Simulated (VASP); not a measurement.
These are rev-vdW-DF2, VASP's PBE PAW potentials (set 64) (plane waves; VASP 6.6.1) values and carry that method's errors.

VASP ran on this input.

POSCAR:
```
Fe
1
   -1.4298169941     1.4298169941     1.4298169941
    1.4298169941    -1.4298169941     1.4298169941
    1.4298169941     1.4298169941    -1.4298169941
Fe
1
Direct
  0.0000000000   0.0000000000   0.0000000000
```

**INCAR**
```
# general
SYSTEM  =Fe
PREC    =Accurate
ENCUT   =520
LREAL   =F
LASPH   =T

# electronic loop
EDIFF   =1E-7
NELM    =100
ALGO    =Normal
LMAXMIX =4

# smearing
ISMEAR  =1
SIGMA   =0.1

# functional
GGA     =MK
LUSE_VDW=T
AGGAC   =0.0
PARAM1  =0.1234568
PARAM2  =0.7114
ZAB_VDW =-1.8867

# spin
ISPIN   =2
MAGMOM  =2.1

# ions
ISIF    =2

# output
LWAVE   =F
LCHARG  =F
LORBIT  =10
```

**KPOINTS**
```
Automatic mesh
0
Gamma
18 18 18
0 0 0
```

POTCAR, in this order: Fe (PBE.64 set). Program: vasp_std.

Output

### OUTCAR
```
 ion  position               nearest neighbor table
   1  0.000  0.000  0.000-
  LATTYP: Found a body centered cubic cell.
 ALAT       =     2.8596339882
 Subroutine PRICEL returns:
 Original cell was already a primitive cell.
 Subroutine GETGRP returns: Found 48 space group operations
The static configuration has the point symmetry O_h .
The dynamic configuration has the point symmetry O_h .
The overall configuration has the point symmetry O_h .
 Subroutine INISYM returns: Found 48 space group operations
 Subroutine IBZKPT returns following result:
 Found    195 irreducible k-points:

 Following reciprocal coordinates:
            Coordinates               Weight
  0.000000  0.000000  0.000000      1.000000
  0.055556  0.000000  0.000000     12.000000
  0.111111  0.000000  0.000000     12.000000
  0.166667  0.000000  0.000000     12.000000
  0.222222  0.000000  0.000000     12.000000
  0.277778  0.000000  0.000000     12.000000
  0.333333  0.000000  0.000000     12.000000
  0.388889  0.000000  0.000000     12.000000
  0.444444  0.000000  0.000000     12.000000
...
```

OSZICAR:
```
       N       E                     dE             d eps       ncg     rms          rms(c)
DAV:   1     0.180127183365E+02    0.18013E+02   -0.40986E+03  7244   0.106E+03
DAV:   2    -0.687851607600E+01   -0.24891E+02   -0.23539E+02  7064   0.128E+02
DAV:   3    -0.720152957542E+01   -0.32301E+00   -0.32217E+00  7973   0.203E+01
DAV:   4    -0.720306718886E+01   -0.15376E-02   -0.15375E-02  7692   0.129E+00
DAV:   5    -0.720308192352E+01   -0.14735E-04   -0.14735E-04  7660   0.113E-01    0.110E+01
DAV:   6    -0.624264256767E+01    0.96044E+00   -0.13991E+01  7426   0.592E+01    0.591E+00
DAV:   7    -0.615351509510E+01    0.89127E-01   -0.10669E+00  7395   0.158E+01    0.325E+00
DAV:   8    -0.614730268830E+01    0.62124E-02   -0.88067E-03  8750   0.777E-01    0.135E+00
DAV:   9    -0.614029998533E+01    0.70027E-02   -0.55449E-03  8909   0.540E-01    0.403E-01
DAV:  10    -0.614008252962E+01    0.21746E-03   -0.16076E-03  8779   0.422E-01    0.109E-01
DAV:  11    -0.614009265554E+01   -0.10126E-04   -0.77543E-05  7387   0.123E-01    0.377E-02
DAV:  12    -0.614009360681E+01   -0.95127E-06   -0.49495E-06  7625   0.365E-02    0.126E-02
DAV:  13    -0.614009483710E+01   -0.12303E-05   -0.17932E-06  7334   0.195E-02    0.353E-03
DAV:  14    -0.614009511324E+01   -0.27614E-06   -0.64136E-08  3968   0.254E-03    0.743E-04
DAV:  15    -0.614009505154E+01    0.61698E-07   -0.65689E-09  3552   0.102E-03
   1 F= -.61400951E+01 E0= -.61400643E+01  d E =-.921113E-04  mag=     2.1831
```

File OUTCAR:
```
------------------------ aborting loop because EDIFF is reached ----------------------------------------
  FORCE on cell =-STRESS in cart. coord.  units (eV):
  Direction    XX          YY          ZZ          XY          YZ          ZX
  --------------------------------------------------------------------------------------
  Total       -0.7811401     -0.7811401     -0.7811401      0.0000000     -0.0000000     -0.0000000
  in kB     -107.0380481   -107.0380481   -107.0380481      0.0000000     -0.0000000     -0.0000000
  external PRESSURE =    -107.0380481 kB  Pullay stress =       0.0000000 kB
  volume of cell :       11.69
      direct lattice vectors                 reciprocal lattice vectors
    -1.429816994  1.429816994  1.429816994     0.000000000  0.349695102  0.349695102
     1.429816994 -1.429816994  1.429816994     0.349695102  0.000000000  0.349695102
     1.429816994  1.429816994 -1.429816994     0.349695102  0.349695102  0.000000000
 POSITION                                       TOTAL-FORCE (eV/Angst)
 -----------------------------------------------------------------------------------
      0.00000      0.00000      0.00000        -0.000000      0.000000     -0.000000
 -----------------------------------------------------------------------------------
    total drift:                                0.000000     -0.000000      0.000000
  FREE ENERGIE OF THE ION-ELECTRON SYSTEM (eV)
  ---------------------------------------------------
  free  energy   TOTEN  =        -6.1400950515 eV

  energy  without entropy=       -6.1400029403  energy(sigma->0) =       -6.14006435

 total charge

# of ion       s       p       d       tot
------------------------------------------
    1        0.476   0.510   6.239   7.225

 magnetization (x)

# of ion       s       p       d       tot
------------------------------------------
    1       -0.014  -0.050   2.240   2.176
```
(Selected blocks of OUTCAR.)

The compound is Fe in the bcc structure. This cell is one point of a volume scan, at 1.06 of the reference volume.
